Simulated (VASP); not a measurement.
Here is the system:

```
AuCu3
1.0
    3.78599     0.00000     0.00000
    0.00000     3.78599     0.00000
    0.00000     0.00000     3.78599
Cu Au
3 1
Direct
  0.00000   0.50000   0.50000
  0.50000   0.00000   0.50000
  0.50000   0.50000   0.00000
  0.00000   0.00000   0.00000
```

Computed with PW91 GGA, VASP's PBE PAW potentials (set 64) (plane waves; VASP). Settings: 520 eV cut-off, 7×7×7 Γ-centred mesh, first-order Methfessel-Paxton smearing of 0.10 eV, potentials Cu Au.

Unless said otherwise, spin-orbit coupling is left out, though it shifts the bands of the heavy elements here.

**Question.** Estimate the energy per atom (σ→0), band gap (on the k-mesh) with the smallest direct gap where there is one.

**Answer.** 
```
Item                                                         Value
------------------------  ----------------------------------------
band gap (on the k-mesh)  none (metal, semimetal or under 0.01 eV)
energy per atom (σ→0)                               -3.654 eV/atom
```

The absolute energy has meaning only against runs of the same code, potentials and settings.

The compound is Cu3Au in the L1_2 structure. It was relaxed first. The start is the result of an earlier pass.
